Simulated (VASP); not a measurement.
```xyz
3
Lattice="0.0000 2.6897 2.6897 2.6897 0.0000 2.6897 2.6897 2.6897 0.0000" Properties=species:S:1:pos:R:3 pbc="T T T"
Cd     0.0000     0.0000     0.0000
F      1.3449     1.3449     1.3449
F      4.0346     4.0346     4.0346
```

The numbers are results of r2SCAN+rVV10, VASP's PBE PAW potentials (set 64) (plane waves; VASP 6.6.1), not measurements. Run with 520 eV cut-off, 7×7×7 Γ-centred mesh, Gaussian smearing of 0.050 eV, potentials Cd F.

Estimate the energy per atom (σ→0).

```
Quantity                         Value
---------------------  ---------------
energy per atom (σ→0)  -10.949 eV/atom
```

The absolute energy has meaning only against runs of the same code, potentials and settings.

The compound is CdF2 in the fluorite structure. It was relaxed first.
